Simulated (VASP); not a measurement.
Method: PBE0 hybrid, VASP's PBE PAW potentials (set 64) (plane waves; VASP).

VASP ran on this input.

**POSCAR**
```
MgO
1.0
  0.0000000000   2.0577300491   2.0577300491
  2.0577300491   0.0000000000   2.0577300491
  2.0577300491   2.0577300491   0.0000000000
Mg O
1 1
Cartesian
  0.0000000000   0.0000000000   0.0000000000
  2.0577300491   2.0577300491   2.0577300491
```

### INCAR
```
# general
SYSTEM    =  MgO
PREC      =  Accurate
ENCUT     =  520
LREAL     =  .FALSE.
LASPH     =  .TRUE.   # aspherical one-centre terms
ISYM      =  3

# electronic loop
EDIFF     =  1E-6   # SCF stop (eV)
NELM      =  60
ALGO      =  Normal   # blocked Davidson

# smearing
ISMEAR    =  0   # Gaussian
SIGMA     =  0.05

# functional
GGA       =  PE   # PBE
LHFCALC   =  .TRUE.
AEXX      =  0.25
HFRCUT    =  -1
PRECFOCK  =  Fast

# ions
ISIF      =  2   # forces and stress, cell fixed

# output
LWAVE     =  .FALSE.
LCHARG    =  .FALSE.
```

### KPOINTS
```
Automatic mesh
0
G
 8 8 8
```

POTCAR, in this order: Mg O (PBE.64 set). Program: vasp_std. Read from the step before: WAVECAR.

What VASP printed:

OSZICAR:
```
       N       E                     dE             d eps       ncg     rms          rms(c)
DAV:   1    -0.147436593898E+02   -0.14744E+02   -0.31508E-01   464   0.499E+00    0.270E-01
DAV:   2    -0.147457672692E+02   -0.21079E-02   -0.32981E-03   584   0.567E-01    0.191E-01
DAV:   3    -0.147453515906E+02    0.41568E-03   -0.47456E-04   544   0.168E-01    0.122E-01
DAV:   4    -0.147452304206E+02    0.12117E-03   -0.77829E-05   512   0.843E-02    0.757E-02
DAV:   5    -0.147451856482E+02    0.44772E-04   -0.14240E-05   504   0.577E-02    0.438E-02
DAV:   6    -0.147451706854E+02    0.14963E-04   -0.59709E-06   528   0.374E-02    0.249E-02
DAV:   7    -0.147451657157E+02    0.49697E-05   -0.18215E-06   504   0.200E-02    0.145E-02
DAV:   8    -0.147451640316E+02    0.16841E-05   -0.71575E-07   256   0.115E-02    0.866E-03
DAV:   9    -0.147451634699E+02    0.56173E-06   -0.29537E-07   264   0.792E-03
   1 F= -.14745163E+02 E0= -.14745163E+02  d E =-.226191E-23
```

### OUTCAR
```
------------------------ aborting loop because EDIFF is reached ----------------------------------------
  FORCE on cell =-STRESS in cart. coord.  units (eV):
  Direction    XX          YY          ZZ          XY          YZ          ZX
  --------------------------------------------------------------------------------------
  Total        1.2668093      1.2668093      1.2668093      0.0000000      0.0000000     -0.0000000
  in kB      116.4733638    116.4733638    116.4733638      0.0000000      0.0000000     -0.0000000
  external PRESSURE =     116.4733638 kB  Pullay stress =       0.0000000 kB
  volume of cell :       17.43
      direct lattice vectors                 reciprocal lattice vectors
     0.000000000  2.057730049  2.057730049    -0.242986197  0.242986197  0.242986197
     2.057730049  0.000000000  2.057730049     0.242986197 -0.242986197  0.242986197
     2.057730049  2.057730049  0.000000000     0.242986197  0.242986197 -0.242986197
  FREE ENERGIE OF THE ION-ELECTRON SYSTEM (eV)
  ---------------------------------------------------
  free  energy   TOTEN  =       -14.7451634699 eV

  energy  without entropy=      -14.7451634699  energy(sigma->0) =      -14.74516347

  exchange ACFDT corr.  =         0.00000000  see jH, gK, PRB 81, 115126
```
(Selected blocks of OUTCAR.)

The compound is MgO in the rock salt structure. This cell is one point of a volume scan, at 0.91 of the reference volume. The cell's shape comes from a PBE relaxation.
